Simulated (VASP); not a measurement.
Output of a VASP run:

File OUTCAR:
```
 ion  position               nearest neighbor table
   1  0.295  0.295  0.295-   8 2.23  10 2.23   9 2.23   5 2.34   6 2.34   7 2.34   4 3.13   3 3.29
                             3 3.29   3 3.29   4 3.59   4 3.59   4 3.59
   2  0.795  0.795  0.795-   7 2.23   5 2.23   6 2.23  10 2.34   9 2.34   8 2.34   3 3.13   4 3.29
                             4 3.29   4 3.29   3 3.59   3 3.59   3 3.59
   3  0.015  0.015  0.015-   6 2.06   5 2.06   7 2.06  10 2.17   9 2.17   8 2.17   2 3.13   1 3.29
                             1 3.29   1 3.29   2 3.59   2 3.59   2 3.59
   4  0.515  0.515  0.515-   9 2.06  10 2.06   8 2.06   5 2.17   6 2.17   7 2.17   1 3.13   2 3.29
                             2 3.29   2 3.29   1 3.59   1 3.59   1 3.59
   5  0.723  0.140  0.377-   3 2.06   4 2.17   2 2.23   1 2.34
   6  0.377  0.723  0.140-   3 2.06   4 2.17   2 2.23   1 2.34
   7  0.140  0.377  0.723-   3 2.06   4 2.17   2 2.23   1 2.34
   8  0.877  0.640  0.223-   4 2.06   3 2.17   1 2.23   2 2.34
   9  0.223  0.877  0.640-   4 2.06   3 2.17   1 2.23   2 2.34
  10  0.640  0.223  0.877-   4 2.06   3 2.17   1 2.23   2 2.34
  LATTYP: Found a trigonal (rhomboedric) cell.
 ALAT       =     5.7283861401
 COS(alpha) =     0.5322147310
 Subroutine PRICEL returns:
 Original cell was already a primitive cell.
 Subroutine GETGRP returns: Found  6 space group operations
The static configuration has the point symmetry C_3 .
 The point group associated with its full space group is C_3v.
The dynamic configuration has the point symmetry C_3 .
 Subroutine INISYM returns: Found  6 space group operations
 Subroutine IBZKPT returns following result:
 Found     19 irreducible k-points:

 Following reciprocal coordinates:
            Coordinates               Weight
  0.000000  0.000000  0.000000      1.000000
  0.200000  0.000000  0.000000      6.000000
  0.400000  0.000000  0.000000      6.000000
  0.200000  0.200000  0.000000      6.000000
  0.400000  0.200000  0.000000     12.000000
 -0.400000  0.200000  0.000000     12.000000
 -0.200000  0.200000  0.000000      6.000000
  0.400000  0.400000  0.000000      6.000000
 -0.400000  0.400000  0.000000      6.000000
  0.200000  0.200000  0.200000      2.000000
  0.400000  0.200000  0.200000      6.000000
 -0.400000  0.200000  0.200000      6.000000
 -0.200000  0.200000  0.200000      6.000000
  0.400000  0.400000  0.200000      6.000000
 -0.400000  0.400000  0.200000     12.000000
 -0.200000  0.400000  0.200000     12.000000
 -0.400000 -0.400000  0.200000      6.000000
  0.400000  0.400000  0.400000      2.000000
 -0.400000  0.400000  0.400000      6.000000
   k-points           NKPTS =     19   k-points in BZ     NKDIM =     19   number of bands    NBANDS=     45
   number of dos      NEDOS =    301   number of ions     NIONS =     10
   total plane-waves  NPLWV = 110592
   dimension x,y,z NGX =    48 NGY =   48 NGZ =   48
   dimension x,y,z NGXF=    96 NGYF=   96 NGZF=   96
   ions per type =               2   2   6
   PREC   = accura    normal or accurate (medium, high low for compatibility)
   ISTART =      0    job   : 0-new  1-cont  2-samecut
   ICHARG =      2    charge: 1-file 2-atom 10-const
   ISPIN  =      1    spin polarized calculation?
   LNONCOLLINEAR =      F non collinear calculations
   LSORBIT =      F    spin-orbit coupling
   INIWAV =      1    electr: 0-lowe 1-rand  2-diag
   ENCUT  =  520.0 eV  38.22 Ry    6.18 a.u.  10.65 10.65 10.65*2*pi/ulx,y,z
   NELM   =    100;   NELMIN=  2; NELMDL= -5     # of ELM steps
   EDIFF  = 0.1E-05   stopping-criterion for ELM
   LREAL  =      F    real-space projection
   NLSPLINE    = F    spline interpolate recip. space projectors
   LMAXMIX     =    6 max onsite mixed and CHGCAR
   VOSKOWN=      0    Vosko Wilk Nusair interpolation
   EDIFFG = -.2E-01   stopping-criterion for IOM
   NSW    =     60    number of steps for IOM
   NBLOCK =      1;   KBLOCK =     60    inner block; outer block
   IBRION =      2    ionic relax: 0-MD 1-quasi-New 2-CG
   NFREE  =      1    steps in history (QN), initial steepest desc. (CG)
   ISIF   =      3    stress and relaxation
   ISYM   =      2    0-nonsym 1-usesym 2-fastsym
   TEIN   =    0.0    initial temperature
   TEBEG  =    0.0;   TEEND  =   0.0 temperature during run
   SMASS  =  -3.00    Nose mass-parameter (am)
   PSTRESS=    0.0 pullay stress
...
```

File OSZICAR:
```
       N       E                     dE             d eps       ncg     rms          rms(c)
DAV:   1     0.116869083271E+04    0.11687E+04   -0.34641E+04  1710   0.177E+03
DAV:   2     0.155793326922E+03   -0.10129E+04   -0.99519E+03  1798   0.633E+02
DAV:   3    -0.849816504832E+02   -0.24077E+03   -0.23484E+03  2659   0.238E+02
DAV:   4    -0.105187029933E+03   -0.20205E+02   -0.20035E+02  2660   0.824E+01
DAV:   5    -0.106004192063E+03   -0.81716E+00   -0.81333E+00  2828   0.177E+01    0.495E+01
DAV:   6    -0.905711682497E+02    0.15433E+02   -0.86626E+01  2652   0.651E+01    0.370E+01
DAV:   7    -0.906628645853E+02   -0.91696E-01   -0.65590E+00  2644   0.182E+01    0.219E+01
DAV:   8    -0.905976137868E+02    0.65251E-01   -0.13773E+00  2596   0.772E+00    0.265E+00
DAV:   9    -0.905412506953E+02    0.56363E-01   -0.27020E-01  2532   0.305E+00    0.504E-01
DAV:  10    -0.905414049366E+02   -0.15424E-03   -0.43277E-02  2652   0.147E+00    0.585E-01
DAV:  11    -0.905409474565E+02    0.45748E-03   -0.57581E-03  2644   0.466E-01    0.107E-01
DAV:  12    -0.905410225856E+02   -0.75129E-04   -0.69416E-04  2836   0.155E-01    0.539E-02
DAV:  13    -0.905410209275E+02    0.16581E-05   -0.15953E-04  2524   0.118E-01    0.264E-02
DAV:  14    -0.905410203732E+02    0.55436E-06   -0.28790E-05  2628   0.553E-02    0.790E-03
DAV:  15    -0.905410202535E+02    0.11966E-06   -0.28364E-06  1668   0.122E-02
   1 F= -.90541020E+02 E0= -.90541020E+02  d E =-.905410E+02
```

File OUTCAR:
```
------------------------ aborting loop because EDIFF is reached ----------------------------------------
  FORCE on cell =-STRESS in cart. coord.  units (eV):
  Direction    XX          YY          ZZ          XY          YZ          ZX
  --------------------------------------------------------------------------------------
  Total        0.0730320      0.0730320      0.0981349     -0.0000000     -0.0000000      0.0000000
  in kB        0.9261477      0.9261478      1.2444880     -0.0000000     -0.0000000      0.0000000
  external PRESSURE =       1.0322612 kB  Pullay stress =       0.0000000 kB
  volume of cell :      126.34
      direct lattice vectors                 reciprocal lattice vectors
     2.770387655  1.599484145  4.751948072     0.180480157  0.104200262  0.070146670
    -2.770387655  1.599484145  4.751948072    -0.180480157  0.104200262  0.070146670
     0.000000000 -3.198968289  4.751948072     0.000000000 -0.208400524  0.070146670
 POSITION                                       TOTAL-FORCE (eV/Angst)
 -----------------------------------------------------------------------------------
      0.00000     -0.00000      4.20765         0.000000     -0.000000      0.003256
      0.00000     -0.00000     11.33557         0.000000     -0.000000      0.003256
      0.00000     -0.00000      0.21100         0.000000      0.000000     -0.005098
      0.00000     -0.00000      7.33893         0.000000      0.000000     -0.005098
      1.61452      0.17460      5.89401        -0.006792     -0.013507      0.000614
     -0.95847      1.31091      5.89401         0.015094      0.000871      0.000614
     -0.65605     -1.48551      5.89401        -0.008301      0.012636      0.000614
      0.65605      1.71346      8.26999         0.008301      0.012636      0.000614
     -1.81192     -0.28857      8.26999        -0.015094      0.000871      0.000614
      1.15587     -1.42488      8.26999         0.006792     -0.013507      0.000614
 -----------------------------------------------------------------------------------
    total drift:                               -0.000000      0.000001      0.002231
  FREE ENERGIE OF THE ION-ELECTRON SYSTEM (eV)
  ---------------------------------------------------
  free  energy   TOTEN  =       -90.5410202535 eV

  energy  without entropy=      -90.5410202535  energy(sigma->0) =      -90.54102025

 reached required accuracy - stopping structural energy minimisation
```
(Selected blocks of OUTCAR.)

POSCAR:
```
DyScO3
1
    2.7703876550     1.5994841446     4.7519480724
   -2.7703876550     1.5994841446     4.7519480724
   -0.0000000000    -3.1989682893     4.7519480724
Dy Sc O
2 2 6
Direct
  0.2951525645   0.2951525645   0.2951525645
  0.7951525645   0.7951525645   0.7951525645
  0.0148012206   0.0148012206   0.0148012206
  0.5148012206   0.5148012206   0.5148012206
  0.7230267116   0.1402508353   0.3770586679
  0.3770586679   0.7230267116   0.1402508353
  0.1402508353   0.3770586679   0.7230267116
  0.8770586679   0.6402508353   0.2230267116
  0.2230267116   0.8770586679   0.6402508353
  0.6402508353   0.2230267116   0.8770586679
```

**Question.** Write an INCAR and KPOINTS that could have produced this output.

**Answer.** Several could match; the one computed here: the input of the run itself, PBEsol GGA, plane waves, VASP's PBE PAW potentials (set 64).

INCAR:
```
LREAL = .False.
NELM = 100
SYSTEM = DyScO3
GGA = PS
ISMEAR = 0   # Gaussian
IBRION = 2   # conjugate gradients
LMAXMIX = 6
ALGO = Normal
ISIF = 3   # ions, shape and volume
LASPH = .True.
NSW = 60
PREC = Accurate
SIGMA = 0.05
EDIFF = 1E-6
EDIFFG = -0.02
ENCUT = 520   # plane-wave cut-off (eV)
LCHARG = .False.
LWAVE = .False.
```

**KPOINTS**
```
K-points
0
Gamma
  5 5 5
```

POTCAR, in this order: Dy_3 Sc_sv O (PBE.64 set). Program: vasp_std.

The 4f electrons are frozen in the core of the lanthanide potential, so 4f levels, which can set the real gap, and their magnetism are missing.

The structure was generated: DyScO3 was put into the LiNbO3 type (R3c), which need not be its known phase. It was relaxed first. The start is the result of an earlier pass.
